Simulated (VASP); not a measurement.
Input:

```yaml
crystal:
  lattice:
    - [0.00000, 2.99211, 2.99211]
    - [2.99211, 0.00000, 2.99211]
    - [2.99211, 2.99211, 0.00000]
  atoms:
    - { symbol: Al, position: [0.25000, 0.25000, 0.25000] }
    - { symbol: Al, position: [0.75000, 0.75000, 0.75000] }
    - { symbol: Au, position: [0.00000, 0.00000, 0.00000] }
```

These are PBE GGA with D3 dispersion (zero damping), VASP's PBE PAW potentials (set 64) (plane waves; VASP) values and carry that method's errors. Run with 520 eV cut-off, 8×8×8 Γ-centred mesh, first-order Methfessel-Paxton smearing of 0.10 eV, potentials Al Au.

Unless said otherwise, spin-orbit coupling is left out, though it shifts the bands of the heavy elements here.

Problem. Estimate the energy per atom (σ→0), band gap (on the k-mesh) with the smallest direct gap where there is one.

Solution. 
| Quantity | Result |
|---|---|
| band gap (on the k-mesh) | none (metal, semimetal or under 0.01 eV) |
| energy per atom (σ→0) | -4327 meV/atom |

The absolute energy has meaning only against runs of the same code, potentials and settings.

The compound is AuAl2 in the fluorite structure. It was relaxed first. The start is the result of an earlier pass. The electron count is odd and the run is not spin-polarised, which forces a metal.
